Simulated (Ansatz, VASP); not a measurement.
# BaZrO3 in two plane-wave programs, part 3 of 3

Aim: how closely do two programs agree when they are given the same cell, functional and k mesh? The cell is taken from a series of runs on this material, whose earlier steps may have relaxed, scaled, displaced or heated it; both programs get it as it stands.

VASP 6.6.1 and Ansatz 0.2.0.

So far: The structure; VASP: zone-centre phonons, LDA.

### Step 3. Ansatz: zone-centre phonons, LDA

Level of this step: Ansatz beside VASP: Kohn-Sham DFT, plane waves, LDA (Ansatz).

Ansatz runs on its PAW soft_1 files.

The same cell, functional (in two slightly different forms) and mesh now go to Ansatz, which takes its cutoff from its data sets.

input.yaml reads:

```yaml
crystal:
  lattice:
    - [4.1749865975, 0.0, 0.0]
    - [0.0, 4.1749865975, 0.0]
    - [0.0, 0.0, 4.1749865975]
  atoms:
    - { symbol: O, position: [0.0, 0.5, 0.5] }
    - { symbol: O, position: [0.5, 0.0, 0.5] }
    - { symbol: O, position: [0.5, 0.5, 0.0] }
    - { symbol: Zr, position: [0.5, 0.5, 0.5] }
    - { symbol: Ba, position: [0.0, 0.0, 0.0] }
kpoints:
  mp_grid: { grid: [8, 8, 8] }
hamiltonian:
  xc: lda
  pseudopotentials: { kind: paw, azcp: { folder: soft_1 }, xc_functional: pbe }
scf:
  occupations: { method: fixed }
output:
  eigenvalues: true
phonons:
  method: dfpt
  dielectric: true
  rigid_motions: translations
```

Started as:

```bash
$ ansatz run input.yaml --threads 8 --pin off --max-ram 16384MiB --backend cpu --events-out ev --progress --plain --runs-dir out
```

Numbers of over 12 decimals in the logs are rounded to 6 here.

What it wrote:

```text
Engine: ansatz 0.2.0, x86_64-unknown-linux-gnu
Pseudopotentials: kind: paw
Pseudopotential: O, paw, valence charge 6, recommended cutoff 420 eV (normal), soft_1/O.paw.azcp
Pseudopotential: Zr, paw, valence charge 12, recommended cutoff 420 eV (normal), soft_1/Zr.paw.azcp
Pseudopotential: Ba, paw, valence charge 10, recommended cutoff 420 eV (normal), soft_1/Ba.paw.azcp
Functional definition: SPW92
  exchange = slater_x
  correlation = pw_c
Crystal: 5 atoms, lattice volume = 72.772 Å³
Basis set: ecut = 420 eV, 1365 PW (Γ), exchange–correlation on 60×60×60 points (8 copies of the dense FFT grid, shifted against one another)
Bands: 25, of which v1, the nominal top of the filled ones, is band 20 counted from 1 (19 counted from 0)
Symmetry: 48 space group operations
k-points: 170 of 512 (irreducible under 2 space group operations, time reversal used)
Non-local potential: O, projectors of the file, l = 0: 2, l = 1: 2, l = 2: 1
Non-local potential: Zr, projectors of the file, l = 0: 3, l = 1: 2, l = 2: 2, l = 3: 1
Non-local potential: Ba, projectors of the file, l = 0: 3, l = 1: 2, l = 2: 2, l = 3: 2
PAW form: soft (Blöchl's): semilocal exchange-correlation on the pseudo side does not see the compensation charge
PAW frozen core: O, regenerated for the run's functional, and the local potential with it (the file was generated under x = pbe(κ = 0.804, μ = 0.219515), c = pbe(β = 0.066725))
PAW frozen core: Zr, regenerated for the run's functional, and the local potential with it (the file was generated under x = pbe(κ = 0.804, μ = 0.219515), c = pbe(β = 0.066725))
PAW frozen core: Ba, regenerated for the run's functional, and the local potential with it (the file was generated under x = pbe(κ = 0.804, μ = 0.219515), c = pbe(β = 0.066725))
PAW one-centre angular grid: O, 110 points (default); XC on 64 Gauss nodes
PAW one-centre angular grid: Zr, 590 points (default); XC on 64 Gauss nodes
PAW one-centre angular grid: Ba, 194 points (default); XC on 64 Gauss nodes
Initial density: superposition of atomic densities (chi_scale 0.1, normalization cell, long waves kept (reshape's long-wave potential 0.00 eV rms))
Initial wavefunctions: pseudopotential atomic-orbital guess
Functional: x = slater, c = lda
SCF iter   1: F=—  HF=-11532.875096 eV  |F-HF|=—  |Δ(HF+E_count)|=         —  Δρ=5.87e-2  dr2=1.75e0  ethr=3.10e-3  ⟨swp⟩=5.0  Hψ=18532  notcnv=0  defer=374
preconditioner: auto → Resta (q_TF=auto, 2.469 Å⁻¹)  ε∞=4.0  [insulator: Δε(μ)=2.655 eV  Ē_g=15.109 eV  n_scr=18 (ndim 8)  ℏωp=26.1 eV  f_vac=0.000  ε∞_Penn≈4.0]
SCF iter   2: F=—  HF=-11532.590192 eV  |F-HF|=—  |Δ(HF+E_count)|=   2.85e-1  Δρ=2.39e-2  dr2=4.26e-1  ethr=3.10e-3  ⟨swp⟩=2.1  Hψ=7804  notcnv=0  defer=329
SCF iter   3: F=—  HF=-11532.549106 eV  |F-HF|=—  |Δ(HF+E_count)|=   4.11e-2  Δρ=1.33e-2  dr2=1.06e-1  ethr=1.06e-3  ⟨swp⟩=2.0  Hψ=6075  notcnv=0  defer=425
SCF iter   4: F=—  HF=-11532.532113 eV  |F-HF|=—  |Δ(HF+E_count)|=   1.70e-2  Δρ=1.94e-3  dr2=1.72e-3  ethr=2.66e-4  ⟨swp⟩=2.8  Hψ=7436  notcnv=0  defer=467
SCF iter   5: F=—  HF=-11532.532563 eV  |F-HF|=—  |Δ(HF+E_count)|=   4.50e-4  Δρ=2.40e-4  dr2=2.86e-5  ethr=4.31e-6  ⟨swp⟩=2.9  Hψ=7181  notcnv=0  defer=488
SCF iter   6: F=—  HF=-11532.532574 eV  |F-HF|=—  |Δ(HF+E_count)|=   1.12e-5  Δρ=4.47e-5  dr2=1.15e-6  ethr=7.15e-8  ⟨swp⟩=2.2  Hψ=6461  notcnv=0  defer=455
SCF iter   7: F=—  HF=-11532.532574 eV  |F-HF|=—  |Δ(HF+E_count)|=   6.62e-7  Δρ=6.54e-6  dr2=3.70e-8  ethr=2.87e-9  ⟨swp⟩=2.7  Hψ=7871  notcnv=0  defer=306
SCF iter   8: F=—  HF=-11532.532574 eV  |F-HF|=—  |Δ(HF+E_count)|=   3.01e-9  Δρ=1.42e-6  dr2=1.05e-9  ethr=9.25e-11  ⟨swp⟩=2.5  Hψ=6747  notcnv=0  defer=306
SCF iter   9: F=-11532.532574 eV  HF=-11532.532574 eV  |F-HF|=2.55e-11  |Δ(HF+E_count)|=  4.91e-11  Δρ=2.43e-7  dr2=5.20e-11  ethr=1.00e-12  ⟨swp⟩=13.3  Hψ=28856  notcnv=0
SCF 1 converged in 9 iterations: F = -11532.532574 eV  dr2 = 5.20e-11
  greatest PAW one-centre occupation: 0.994 electrons in one spin orbital (limit 2), on the Zr atom at site 3 (counted from 0), in its partial waves of l = 0
DFPT response loops at Γ: preconditioner auto → none (the input reference at scf.mixing.eps_inf says where Resta's filter doesn't serve); β = 0.50; Broyden in place of MSR1
SCF converged after 9 iterations
Free energy (F): -11532.532574 eV
Harris-Foulkes:  -11532.532574 eV  (|F-HF|=2.55e-11)
Internal energy: -11532.532574 eV  (E = F + TS)
E sigma→0 (E₀):  -11532.532574 eV
Fermi energy:    9.581067 eV
--- Per-component energies (eV) ---
  E_band       = -96.595816
  E_kinetic    = 981.878489
  E_local      = -1928.758798  (includes V_loc(G=0)·N_el)
  E_nonlocal   = 334.961323
  E_hartree    = 687.878855
  E_xc         = -564.857505
  E_vxc        = -587.169809  (∫ρ·V_xc dr)
  E_paw        = -8340.252513  (= ΣΔE_a)
  E_vpaw       = -273.266979  (= ΣTr[D̂ρ^β])
  E_aug_tail   = 0.002391  (compensation charges beyond the density's cutoff)
  E_ewald      = -2704.328502
  E_core_change = 0.943684  (= ΣΔE_core)
  E_smearing   = -0.000000  (= −TS)
  E_closure    = 0.000000  (closes the sum)
  Σ components = -11532.532574   (vs F -11532.532574, Δ=0.00e0)
--- Band table (eV; the first three rows and the last of 170) ---
  k-point 0: bands = [... 16 lower, 8.5489, 9.4079, 9.4079, 9.4079, 12.7437, 12.7437, 12.7437, 14.2221, ... 1 higher]
  k-point 1: bands = [... 16 lower, 8.4328, 8.9783, 9.3525, 9.3525, 12.7923, 13.1122, 13.1122, 14.4750, ... 1 higher]
  k-point 2: bands = [... 16 lower, 8.1798, 8.3072, 9.2603, 9.2603, 12.9182, 13.9775, 13.9775, 15.0938, ... 1 higher]
  k-point 169: bands = [... 16 lower, 7.0673, 9.5811, 9.5811, 9.5811, 15.6430, 15.6430, 15.6430, 16.6554, ... 1 higher]
--- Phonons (Γ-DFPT): 4 representative perturbations + reference, on 170 of 512 k-points (Σ response iterations 12) ---
  k mesh reduced under 2 symmetry operations, with k and −k counted as one. Each operation leaves every solved perturbation unchanged. A smaller set is not considered because the run solves the response to a homogeneous field
  ASR residual: 1.205e-4 → 0.000e0 eV/Å²; symmetrization residual: 2.734e-6 eV/Å²
  ASR residual per site (eV/Å²): 1.20e-4 1.20e-4 1.20e-4 6.59e-5 1.29e-5
  Γ frequencies (cm⁻¹): 0.00 0.00 0.00 83.66 83.66 83.66 174.02 174.02 174.02 191.18 191.18 191.18 498.50 498.50 498.50
  ε∞ (high-frequency dielectric tensor):
        4.908273     0.000000     0.000000
        0.000000     4.908273     0.000000
        0.000000     0.000000     4.908273
  ε⁰ (static dielectric tensor: ions relaxed, cell fixed):
       81.301308    -0.000000    -0.000000
       -0.000000    81.301308    -0.000000
       -0.000000    -0.000000    81.301308
  ε⁰ − ε∞ (ionic part):
       76.393034    -0.000000    -0.000000
       -0.000000    76.393034    -0.000000
       -0.000000    -0.000000    76.393034
  softest optical mode at Γ: 83.66 cm⁻¹; the repairs (sum rule, projections) moved no ω² at Γ by more than (1.66 cm⁻¹)²
  Born effective charges Z* (e; rows j = field, columns β = displacement):
    site 0:
        -4.79671    0.00000   -0.00000
         0.00000   -2.01989    0.00000
         0.00000    0.00000   -2.01989
    site 1:
        -2.01989   -0.00000    0.00000
        -0.00000   -4.79671    0.00000
         0.00000    0.00000   -2.01989
    site 2:
        -2.01989    0.00000    0.00000
        -0.00000   -2.01989    0.00000
         0.00000    0.00000   -4.79671
    site 3:
         6.09796   -0.00000    0.00000
         0.00000    6.09796    0.00000
         0.00000    0.00000    6.09796
    site 4:
         2.73854    0.00000   -0.00000
         0.00000    2.73854    0.00000
         0.00000    0.00000    2.73854
  Z* charge neutrality: 7.775e-6 e pre-enforcement
  k-mesh period / interband length: 33.4 Å / 1.57 Å = 21.31 at k = (0.0000, 0.0000, 0.0000), direct gap 3.336 eV — 14 or more, which is no proof of convergence
  optical modes at Γ without the LO–TO term, one row a degenerate level:
      ω (cm⁻¹)  modes    IR ((D/Å)²/amu)
[...]
optical modes at Γ + LO–TO along q̂ = [1.0000, 0.0000, 0.0000]:
      ω (cm⁻¹)  modes    IR ((D/Å)²/amu)
[...]
optical modes at Γ + LO–TO along q̂ = [0.0000, 1.0000, 0.0000]:
      ω (cm⁻¹)  modes    IR ((D/Å)²/amu)
[...]
689.14      1            49.5678
  optical modes at Γ + LO–TO along q̂ = [0.0000, 0.0000, 1.0000]:
      ω (cm⁻¹)  modes    IR ((D/Å)²/amu)
         83.66      2            26.8358
        129.38      1             0.1413
        174.02      3             0.0000
        191.18      2            44.5359
        363.94      1             5.9005
        498.50      2            39.8474
        689.14      1            49.5678
```

### Step 4. Side by side

Known differences besides the potentials themselves: the two LDA forms differ slightly; fixed occupations in Ansatz, narrow Gaussian smearing in VASP; the cutoff is 420 eV in Ansatz and 600 eV in VASP; VASP's log shows a relativistic correction to its local exchange, Ansatz's none. Total energies have different zeros and are not compared.

Both answers:

```csv
quantity,Ansatz,VASP,difference
ε∞ xx,4.91,4.93,-0.39 %
ε∞ yy,4.91,4.93,-0.39 %
ε∞ zz,4.91,4.93,-0.39 %
Born charge of O1 (mean of the diagonal) (e),-2.95,-2.95,0.00
Born charge of Zr4 (mean of the diagonal) (e),6.10,6.11,-0.01
Born charge of Ba5 (mean of the diagonal) (e),2.74,2.73,+0.01
optical mode 1 to 3 (cm⁻¹),83.7,100.4,-16.66 %
optical mode 4 to 6 (cm⁻¹),174.0,182.0,-4.38 %
optical mode 7 to 9 (cm⁻¹),191.2,196.3,-2.59 %
optical mode 10 to 12 (cm⁻¹),498.5,507.1,-1.69 %
```

Modes are paired by rising frequency, not by their patterns, so a pair may set unlike modes beside each other; they are those without the splitting of longitudinal modes.

### Step 5. Summary of results

* r.m.s. difference of the optical zone-centre modes, each program's sorted by frequency (zone-centre phonons, LDA): 11 cm⁻¹
* difference in optical mode 1 to 3 (zone-centre phonons, LDA): -16.7 %

The r.m.s. difference of the optical zone-centre modes, each program's sorted by frequency is 11 cm⁻¹ (zone-centre phonons, LDA). Among the rows given in per cent, the largest difference of the zone-centre phonons, LDA pair is in optical mode 1 to 3, -16.7 %. What causes the difference of the zone-centre phonons, LDA pair stays open here. Such differences can come from data sets, numerical settings and the points named under the comparisons, not from the functional's error against experiment.

[Lines on the potential files, build, host, timing and source positions are cut from VASP's logs without a mark.]

[Logs are printed without paths, hosts, clocks, repeated set-up lines and the standing remarks that a program may print on its own settings, such as how far it seeks lower states.]

[Hosts, paths, dates, database ids (printed as entryN), source tags and the programs' standing remarks are cut or masked in the printed files.]
